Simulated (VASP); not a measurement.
All values below come from r2SCAN meta-GGA, VASP's PBE PAW potentials (set 64) (plane waves; VASP).

Gaps are without spin-orbit coupling.

**Question.** Order these relaxed crystals by band gap, smallest first: GaAs, F-43m (216); SiC, F-43m (216); MnF2, P4_2/mnm (136); ZnS, F-43m (216).

**Answer.** GaAs, F-43m (216) (0.95 eV), SiC, F-43m (216) (1.72 eV), ZnS, F-43m (216) (2.73 eV), MnF2, P4_2/mnm (136) (3.01 eV)
